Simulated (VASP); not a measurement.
```yaml
crystal:
  lattice:
    - [0.00000, 1.88389, 1.88389]
    - [1.88389, 0.00000, 1.88389]
    - [1.88389, 1.88389, 0.00000]
  atoms:
    - { symbol: Rh, position: [0.00000, 0.00000, 0.00000] }
```

Calculation: rev-vdW-DF2, VASP's PBE PAW potentials (set 64) (plane waves; VASP). Settings: 520 eV cut-off, 16×16×16 Γ-centred mesh, first-order Methfessel-Paxton smearing of 0.10 eV, potentials Rh_pv.

**Question.** Give the stress tensor in GPa (positive for a compressed cell).

**Answer.** 
```
9.17  0.00  0.00
0.00  9.17  0.00
0.00  0.00  9.17
```
The pressure is its mean diagonal, 9.17 GPa.

The compound is Rh in the fcc structure. This cell is one point of a volume scan, at 0.97 of the reference volume.
